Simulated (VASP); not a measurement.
Level of theory: PBEsol GGA, VASP's PBE PAW potentials (set 64) (plane waves; VASP 6.6.1).

VASP ran on this input.

KPOINTS:
```
Automatic mesh
0
Gamma
10 10 1
0 0 0
```

### POSCAR
```
Hf(001) slab
1
    3.1575338446     0.0000000000     0.0000000000
   -1.5787669223     2.7345044851     0.0000000000
    0.0000000000     0.0000000000    24.8127885333
Hf
4
Direct
  0.6666670000   0.3333330000   0.4470789119
  0.3333330000   0.6666670000   0.3534244133
  0.6666670000   0.3333330000   0.6465755867
  0.3333330000   0.6666670000   0.5529210881
```

INCAR:
```
ALGO  =  Normal   # blocked Davidson
LWAVE  =  .FALSE.
GGA  =  PS
PREC  =  Normal
LCHARG  =  .FALSE.
LASPH  =  .TRUE.   # aspherical one-centre terms
LDIPOL  =  .TRUE.
EDIFF  =  1E-6
LORBIT  =  11   # lm-projected
ENCUT  =  400   # plane-wave cut-off (eV)
ISMEAR  =  1   # Methfessel-Paxton
SYSTEM  =  Hf(001) slab
NELMIN  =  4
SIGMA  =  0.1
IDIPOL  =  3
LMAXMIX  =  6
LREAL  =  .FALSE.   # projection in real space or not
DIPOL  =  0.5 0.5 0.5
LVHAR  =  .TRUE.
NELM  =  100
```

POTCAR, in this order: Hf_pv (PBE.64 set). Program: vasp_std. Read from the step before: WAVECAR.

Problem. What will the output report for the number of irreducible k-points (NKPTS), largest plane-wave count, number of space-group operations, FFT grid (NGX, NGY, NGZ)?

Solution. 
* **number of irreducible k-points (NKPTS)**: 14
* **largest plane-wave count**: 3915
* **number of space-group operations**: 12
* **FFT grid (NGX, NGY, NGZ)**: 16 × 16 × 126

The cell is a thin slab with vacuum, built from Hf (hcp): (001) face.
